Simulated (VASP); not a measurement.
Consider the following.

```yaml
crystal:
  lattice:
    - [3.90058, 0.00000, 0.00000]
    - [0.00000, 3.90058, 0.00000]
    - [0.00000, 0.00000, 3.90058]
  atoms:
    - { symbol: K, position: [0.00000, 0.00000, 0.00000] }
    - { symbol: Mg, position: [0.50000, 0.50000, 0.50000] }
    - { symbol: F, position: [0.50000, 0.00000, 0.50000] }
    - { symbol: F, position: [0.00000, 0.50000, 0.50000] }
    - { symbol: F, position: [0.50000, 0.50000, 0.00000] }
```

Calculation: LDA (Ceperley-Alder, Perdew-Zunger), VASP's LDA PAW potentials (set 64) (plane waves; VASP). Numerical set-up: 520 eV cut-off, 6×6×6 Γ-centred mesh, Gaussian smearing of 0.050 eV, potentials K_sv Mg F.

Question: Give the energy at these volumes per atom, relative to the lowest: 11.12, 11.48, 11.83, 12.19, 12.54 Å³.

Answer: 14.7, 3.8, 0.0, 2.2, 9.4 meV/atom. A third-order Birch-Murnaghan fit gives B0 = 88.3 GPa and B0′ = 4.6.

The compound is KMgF3 in the cubic perovskite structure. It was relaxed first, which changed the volume by -7 %.
